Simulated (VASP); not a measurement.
Consider the following.

```xyz
72
Lattice="4.8683 -8.4322 0.0000 4.8683 8.4322 0.0000 0.0000 0.0000 10.5563" Properties=species:S:1:pos:R:3 pbc="T T T"
Ga     1.6268    -0.9378     2.6331
Ga     1.6193     0.9390     0.0050
Ga     1.6156    -0.9290     7.9286
Ga     1.6148     0.9409     5.2819
Ga     3.2478     1.8675     2.6351
Ga     3.2467     3.7473     0.0019
Ga     3.2343     1.8746     7.9301
Ga     3.2516     3.7510     5.2924
Ga     4.8685     4.6830     2.6364
Ga     4.8684     6.5575     0.0015
Ga     4.8686     4.6849     7.9283
Ga     4.8667     6.5510     5.2913
Ga     3.2451    -3.7440     2.6342
Ga     3.2412    -1.8768    10.5447
Ga     3.2463    -3.7561     7.9284
Ga     3.2325    -1.8765     5.3080
Ga     4.8688    -0.9428     2.6347
Ga     4.8672     0.9389    10.5456
Ga     4.8672    -0.9399     7.9144
Ga     4.8613     0.9421     5.3088
Ga     6.4835     1.8666     2.6349
Ga     6.4901     3.7461     0.0026
Ga     6.4956     1.8738     7.9278
Ga     6.4800     3.7500     5.2916
Ga     4.8650    -6.5569     2.6391
Ga     4.8684    -4.6854     0.0050
Ga     4.8655    -6.5558     7.9235
Ga     4.8666    -4.6821     5.2823
Ga     6.4923    -3.7445     2.6340
Ga     6.4955    -1.8761    10.5440
Ga     6.4897    -3.7544     7.9283
Ga     6.4978    -1.8774     5.3056
Ga     8.1104    -0.9388     2.6323
Ga     8.1144     0.9380     0.0043
Ga     8.1197    -0.9289     7.9278
Ga     8.1115     0.9390     5.2815
N      1.6095    -0.9341     4.6251
N      1.6200     0.9369     1.9937
N      1.6167    -0.9324     9.9073
N      1.6179     0.9389     7.2657
N      3.2365     1.8822     4.6262
N      3.2468     3.7453     1.9898
N      3.2384     1.8759     9.9085
N      3.2481     3.7474     7.2699
N      4.8666     4.6849     4.6272
N      4.8690     6.5569     1.9896
N      4.8689     4.6843     9.9091
N      4.8680     6.5564     7.2687
N      3.2362    -3.7549     4.6257
N      3.2333    -1.8817     1.9601
N      3.2450    -3.7550     9.9072
N      3.2287    -1.8815     7.2895
N      4.8660     0.9451     1.9615
N      4.8681    -0.9388     9.8963
N      4.8648     0.9508     7.2897
N      6.4893     1.8805     4.6267
N      6.4903     3.7449     1.9905
N      6.4956     1.8758     9.9067
N      6.4880     3.7472     7.2691
N      4.8624    -6.5544     4.6276
N      4.8684    -4.6820     1.9940
N      4.8667    -6.5567     9.9084
N      4.8677    -4.6830     7.2658
N      6.4966    -3.7559     4.6256
N      6.5044    -1.8818     1.9601
N      6.4914    -3.7543     9.9071
N      6.5059    -1.8813     7.2881
N      8.1231    -0.9365     4.6247
N      8.1114     0.9359     1.9934
N      8.1198    -0.9328     9.9067
N      8.1125     0.9390     7.2646
C      4.8658    -0.9400     4.6103
```
Cell charge +1.

Calculation: HSE06 screened hybrid, VASP's PBE PAW potentials (set 64) (plane waves; VASP). Run with PREC = Normal, LREAL = Auto, ISYM = 0, NELECT = 286.0, EDIFF = 1E-5, 400 eV cut-off, 1×1×1 Γ-centred mesh, Gaussian smearing of 0.050 eV, potentials Ga N C.

The cell is charged, with a uniform compensating background. The supercell is sampled at Γ alone, which is coarse: total energies, pressure and levels can be off, energies of defects by several tenths of an eV.

Estimate the energy per atom (σ→0).

```
Quantity                        Value
---------------------  --------------
energy per atom (σ→0)  -7.309 eV/atom
```

The cell is a supercell with a defect, built from GaN (wurtzite): C_N, charge +1. The cell's shape comes from a PBE relaxation. The run is not spin-polarised, so no state with unpaired spins was tried.
